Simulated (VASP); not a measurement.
Method: AM05 GGA, VASP's PBE PAW potentials (set 64) (plane waves; VASP).

Input for VASP

INCAR:
```
# general
SYSTEM  = Rh
PREC    = Accurate
ENCUT   = 400
LREAL   = .False.
LASPH   = .True.

# electronic loop
EDIFF   = 1E-6
NELM    = 100
ALGO    = Normal
LMAXMIX = 4

# smearing
ISMEAR  = 1
SIGMA   = 0.1

# functional
GGA     = AM

# ions
ISIF    = 2

# output
LWAVE   = .False.
LCHARG  = .False.
```

POSCAR:
```
Rh
1
    0.0000000000     1.9000000000     1.9000000000
    1.9000000000     0.0000000000     1.9000000000
    1.9000000000     1.9000000000     0.0000000000
Rh
1
Direct
  0.0000000000   0.0000000000   0.0000000000
```

### KPOINTS
```
Automatic mesh
0
G
 15 15 15
```

POTCAR, in this order: Rh_pv (PBE.64 set). Program: vasp_std.

Output

**OSZICAR**
```
       N       E                     dE             d eps       ncg     rms          rms(c)
DAV:   1     0.942404001339E+02    0.94240E+02   -0.81378E+03  2680   0.120E+03
DAV:   2    -0.728555492371E+01   -0.10153E+03   -0.96981E+02  2724   0.345E+02
DAV:   3    -0.846087316287E+01   -0.11753E+01   -0.11715E+01  3045   0.425E+01
DAV:   4    -0.846767876563E+01   -0.68056E-02   -0.68048E-02  2886   0.332E+00
DAV:   5    -0.846777950446E+01   -0.10074E-03   -0.10074E-03  3009   0.380E-01    0.109E+01
DAV:   6    -0.787372572895E+01    0.59405E+00   -0.13780E+00  2739   0.175E+01    0.347E+00
DAV:   7    -0.785167735227E+01    0.22048E-01   -0.25682E-02  3042   0.205E+00    0.163E+00
DAV:   8    -0.784673387683E+01    0.49435E-02   -0.40259E-03  2742   0.102E+00    0.191E-01
DAV:   9    -0.784660053967E+01    0.13334E-03   -0.10434E-04  3060   0.164E-01    0.299E-02
DAV:  10    -0.784660669931E+01   -0.61596E-05   -0.28111E-06  2684   0.238E-02    0.315E-03
DAV:  11    -0.784660681398E+01   -0.11468E-06   -0.26058E-07  1575   0.764E-03
   1 F= -.78466068E+01 E0= -.78465366E+01  d E =-.210769E-03
```

**OUTCAR**
```
------------------------ aborting loop because EDIFF is reached ----------------------------------------
  FORCE on cell =-STRESS in cart. coord.  units (eV):
  Direction    XX          YY          ZZ          XY          YZ          ZX
  --------------------------------------------------------------------------------------
  Total       -0.6442833     -0.6442833     -0.6442833     -0.0000000     -0.0000000      0.0000000
  in kB      -75.2482932    -75.2482932    -75.2482932     -0.0000000     -0.0000000      0.0000000
  external PRESSURE =     -75.2482932 kB  Pullay stress =       0.0000000 kB
  volume of cell :       13.72
      direct lattice vectors                 reciprocal lattice vectors
     0.000000000  1.900000000  1.900000000    -0.263157895  0.263157895  0.263157895
     1.900000000  0.000000000  1.900000000     0.263157895 -0.263157895  0.263157895
     1.900000000  1.900000000  0.000000000     0.263157895  0.263157895 -0.263157895
 POSITION                                       TOTAL-FORCE (eV/Angst)
 -----------------------------------------------------------------------------------
      0.00000      0.00000      0.00000        -0.000000      0.000000      0.000000
 -----------------------------------------------------------------------------------
    total drift:                                0.000000     -0.000000      0.000000
  FREE ENERGIE OF THE ION-ELECTRON SYSTEM (eV)
  ---------------------------------------------------
  free  energy   TOTEN  =        -7.8466068140 eV

  energy  without entropy=       -7.8463960447  energy(sigma->0) =       -7.84653656
```
(Selected blocks of OUTCAR.)

### OUTCAR
```
 val. band max:       11.8046007671   @ k =   0.3333   0.1333   0.0000

 cond. band min:      11.8236629501   @ k =  -0.4667   0.4000   0.0000


 Fermi energy:        11.8135229102

 k-point     1 :       0.0000    0.0000    0.0000
  band No.  band energies     occupation
      1     -34.5351      2.00000
      2     -34.5351      2.00000
      3     -34.5351      2.00000
      4       3.7125      2.00000
      5       8.6803      2.00000
      6       8.6803      2.00000
      7       8.6803      2.00000
      8      10.8020      2.00000
      9      10.8020      2.00000
     10      27.6882      0.00000
     11      32.2203      0.00000

 k-point     2 :       0.0667    0.0000    0.0000
  band No.  band energies     occupation
      1     -34.5683      2.00000
      2     -34.5395      2.00000
      3     -34.5395      2.00000
      4       3.8918      2.00000
      5       8.6004      2.00000
      6       8.7501      2.00000
      7       8.7501      2.00000
      8      10.7629      2.00000
      9      10.7629      2.00000
     10      27.9484      0.00000
     11      32.1957      0.00000

 k-point     3 :       0.1333    0.0000    0.0000
  band No.  band energies     occupation
      1     -34.6615      2.00000
      2     -34.5523      2.00000
      3     -34.5523      2.00000
      4       4.3947      2.00000
      5       8.4191      2.00000
      6       8.9194      2.00000
      7       8.9194      2.00000
      8      10.6947      2.00000
      9      10.6947      2.00000
     10      28.5996      0.00000
     11      30.3613      0.00000

 k-point     4 :       0.2000    0.0000    0.0000
  band No.  band energies     occupation
      1     -34.7965      2.00000
      2     -34.5705      2.00000
      3     -34.5705      2.00000
      4       5.0806      2.00000
      5       8.3258      2.00000
      6       9.0560      2.00000
      7       9.0560      2.00000
      8      10.7478      2.00000
      9      10.7478      2.00000
...
```

The compound is Rh in the fcc structure. The cell was not relaxed at this level. The run is one of a series of settings (GGA = AM against the base run), some of them coarse on purpose.
